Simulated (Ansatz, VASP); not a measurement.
# GaAsCl2 (Cl-GaAs-Cl chair monolayer) in two plane-wave programs, part 2 of 2

Wanted: the spread between two codes on one cell, functional and k mesh. The cell is taken from a series of runs on this material, whose earlier steps may have relaxed, scaled, displaced or heated it; both programs get it as it stands.

VASP 6.6.1 and Ansatz 0.2.0.

So far: The structure; Ansatz: single point, PBE with D3(BJ); VASP: single point, PBE with D3(BJ); Differences.

## Step 5: VASP: single point, PBE, spin-orbit coupling

Level of this step: PBE, spin-orbit coupling; plane waves and PAW (Cl, As, Ga_d) (VASP).

With cell and atoms fixed, the geometry can't cause a difference; cores, projectors, grids and the points listed under the comparison can.

The input, INCAR:

```
SYSTEM = GaAsCl2
PREC = Accurate
ENCUT = 400
EDIFF = 1E-06
NELM = 200
ISMEAR = -1
SIGMA = 0.05
LREAL = .FALSE.
ALGO = Normal
GGA = PE
LNONCOLLINEAR = .TRUE.
MAGMOM = 0 0 0 0 0 0 0 0 0 0 0 0
NBANDS = 44
GGA_COMPAT = .FALSE.
LASPH = .TRUE.
LSORBIT = .TRUE.
LORBIT = 11
LWAVE = .FALSE.
LCHARG = .FALSE.
ISIF = 2
LDIPOL = .TRUE.
IDIPOL = 3
DIPOL = 0.5 0.5 0.5
LVHAR = .TRUE.
EFERMI = MIDGAP
NELMDL = -8
KPAR = 2
```

The input, POSCAR:

```
GaAsCl2
1.0
    4.1167219837      0.0000000000      0.0000000000
   -2.0583609918      3.5651858182      0.0000000000
    0.0000000000      0.0000000000     23.0802838481
Cl As Ga
2 1 1
Direct
    0.6666666667      0.3333333333      0.3899432112
    0.3333333334      0.6666666666      0.6100567888
    0.6666666667      0.3333333333      0.4847529306
    0.3333333334      0.6666666666      0.5166289364
```

The input, KPOINTS:

```
Automatic mesh
0
Gamma
12 12 1
0 0 0
```

The projector-augmented-wave data sets are Cl, As and Ga_d (PBE family, release 64).

Command:

```sh
mpirun -np 2 vasp_ncl
```

Numbers of over 12 decimals in the logs are rounded to 6 here.

Output:

```text
[... set-up lines as in an earlier step ...]
 entering main loop
       N       E                     dE             d eps       ncg     rms          rms(c)
DAV:   1     0.234889158438E+03    0.23489E+03   -0.10881E+04  3176   0.969E+02
DAV:   2     0.267696930270E+02   -0.20812E+03   -0.20004E+03  3940   0.234E+02
DAV:   3    -0.120811843177E+02   -0.38851E+02   -0.38347E+02  3324   0.102E+02
DAV:   4    -0.141570157153E+02   -0.20758E+01   -0.20690E+01  4152   0.304E+01
[...]
DAV:  25    -0.137369832307E+02   -0.46764E-05   -0.17267E-07  2236   0.284E-03    0.648E-04
DAV:  26    -0.137369878244E+02   -0.45937E-05   -0.14095E-07  2224   0.328E-03    0.313E-04
DAV:  27    -0.137369885054E+02   -0.68101E-06   -0.49339E-08  2092   0.192E-03
   1 F= -.13736989E+02 E0= -.13736987E+02  d E =-.307305E-05  mag=    -0.0000    -0.0000     0.0000
```

OUTCAR, selected parts (step 5):

```text
  Total        0.7722187      0.7722187      0.2612881      0.0000000      0.0000000      0.0000000
  in kB        3.6523808      3.6523808      1.2358205      0.0000000      0.0000000      0.0000000
  external PRESSURE =       2.8468607 kB  Pullay stress =       0.0000000 kB

 POSITION                                       TOTAL-FORCE (eV/Angst)
 -----------------------------------------------------------------------------------
      2.05836      1.18840      9.00000        -0.000000     -0.000000     -0.082039
      0.00000      2.37679     14.08028        -0.000000      0.000000      0.045546
      2.05836      1.18840     11.18824        -0.000000     -0.000000     -0.009705
      0.00000      2.37679     11.92394         0.000000      0.000000      0.046198
 -----------------------------------------------------------------------------------
    total drift:                               -0.000005      0.000003     -0.003261

  FREE ENERGIE OF THE ION-ELECTRON SYSTEM (eV)
  ---------------------------------------------------
  free  energy   TOTEN  =       -13.7369885054 eV

  energy  without entropy=      -13.7369854324  energy(sigma->0) =      -13.73698697

 magnetization (x)
# of ion       s       p       d       tot
------------------------------------------
    1        0.000   0.000   0.000   0.000
    2       -0.000   0.000   0.000  -0.000
    3        0.000   0.000   0.000   0.000
    4        0.000   0.000  -0.000  -0.000
--------------------------------------------------
tot          0.000   0.000  -0.000   0.000

 magnetization (y)
# of ion       s       p       d       tot
------------------------------------------
    1        0.000   0.000   0.000   0.000
    2        0.000   0.000   0.000   0.000
    3        0.000   0.000   0.000   0.000
    4        0.000   0.000   0.000   0.000
--------------------------------------------------
tot          0.000   0.000   0.000   0.000

 magnetization (z)
# of ion       s       p       d       tot
------------------------------------------
    1       -0.000   0.000   0.000   0.000
    2        0.000   0.000   0.000   0.000
    3       -0.000   0.000   0.000   0.000
    4        0.000   0.000   0.000   0.000
--------------------------------------------------
tot         -0.000   0.000   0.000   0.000

[... 1 part as in an earlier step ...]

[... 2 further parts left out ...]
[key lines of the parts left out:]
E-fermi :  -3.5195
```

## Step 6: Ansatz: single point, PBE, spin-orbit coupling

The same cell, functional, mesh and smearing now go to Ansatz, which takes its cutoff from its data sets.

The cell is taken from a series of runs on this material, whose earlier steps may have relaxed, scaled, displaced or heated it; both programs get it as it stands.

The input, input.yaml:

```yaml
crystal:
  lattice:
    - [4.1167219837, 0.0, 0.0]
    - [-2.0583609918, 3.5651858182, 0.0]
    - [0.0, 0.0, 23.0802838481]
  atoms:
    - { symbol: Cl, position: [0.6666666667, 0.3333333333, 0.3899432112] }
    - { symbol: As, position: [0.6666666667, 0.3333333333, 0.4847529306] }
    - { symbol: Ga, position: [0.3333333333, 0.6666666667, 0.5166289364] }
    - { symbol: Cl, position: [0.3333333333, 0.6666666667, 0.6100567888] }
kpoints:
  mp_grid: { grid: [12, 12, 1] }
  band_path:
    path: [[0, 0, 0], [0.5, 0, 0], [0.33333333, 0.33333333, 0], [0, 0, 0]]
    npoints: 16
hamiltonian:
  xc: pbe
  pseudopotentials: { kind: paw_fr }
magnetization:
  noncollinear: true
  spin_orbit: true
scf:
  occupations: { method: fermi_dirac, width: 0.05 }
  convergence: { dr2_threshold: 1.0e-09 }
efield:
  axis: 3
  dipole_correction: true
  ramp_position: 0.97
  ramp_width: 0.06
  amplitude: 0
output:
  write_potential: true
  write_density: true
  volumetric_format: npy
```

Command:

```sh
ansatz run input.yaml --threads 2 --pin off --max-ram 3072MiB --backend cpu --events-out ev --progress --plain --runs-dir out
```

Output:

```text
[...]
non-collinear run that drives no moment, with spin-orbit: no starting moment large enough to seed its density (crystal.atoms[].spin), no starting occupations that ask for one, no magnetisation constraint and no magnetic field, so the semilocal B_xc is pinned to zero
Crystal: 4 atoms, lattice volume = 338.747 Å³
[...]
k-point 1: bands = [... 38 lower, -3.8543, -3.8494, -3.3769, -3.3756, -1.7351, -1.7089, -1.1922, -1.1842, ... 6 higher]
  k-point 2: bands = [... 38 lower, -4.4227, -4.4160, -3.5525, -3.5519, -1.0920, -1.0682, -0.9736, -0.9696, ... 6 higher]
  k-point 18: bands = [... 38 lower, -5.2024, -5.1333, -4.6758, -4.6756, -0.4044, -0.3863, 1.3347, 1.4422, ... 6 higher]
[key lines of the parts left out:]
SCF converged after 12 iterations
Magnetization: |M| = 0.0000 μB,  M = (+0.0000, +0.0000, +0.0000) μB
Free energy (F): -10800.852129 eV
Fermi energy:    -2.788259 eV
Dipole field:    D = -0.040731 V/Å  (p = -0.076250 e·Å, saw-weighted, corrected)
Work function:   Φ+ = 6.4556 eV   Φ− = 5.5155 eV
```

## Step 7: Comparison

What differs besides the data sets and the points named for the pairs above, as far as they apply: spin-orbit coupling enters by fully relativistic files in Ansatz and inside the spheres in VASP; the data sets hold 42 valence electrons in Ansatz (on its fully relativistic PAW (standard-fr) files) and 32 in VASP. Total energies have different zeros and are not compared.

The two programs side by side:

| quantity | Ansatz | VASP | difference |
| --- | --- | --- | --- |
| gap on the k mesh (eV) | 0.850 | 0.855 | -0.005 |

A gap on the mesh is an upper bound, since the band edges may lie between its points. With vacuum in the cell, a pressure given here is an average over mostly empty space and none of the material.

## Step 8: Results

- difference in gap on the k mesh (single point, PBE with D3(BJ)): -0.0045 eV
- difference in gap on the k mesh (single point, PBE, spin-orbit coupling): -0.0046 eV

The difference in gap on the k mesh is -0.0046 eV (single point, PBE, spin-orbit coupling), within the 0.08 eV picked in this series as the mark of a large difference. The data sets hold unlike numbers of valence electrons (42 in Ansatz and 32 in VASP), so part of the differences comes from the potentials. How closely two codes agree says nothing of how well the functional describes the real material.

[Lines on the potential files, build, host, timing and source positions are cut from VASP's logs without a mark.]

[Logs are printed without paths, hosts, clocks, repeated set-up lines and the standing remarks that a program may print on its own settings, such as how far it seeks lower states.]

[Hosts, paths, dates, database ids (printed as entryN), source tags and the programs' standing remarks are cut or masked in the printed files.]
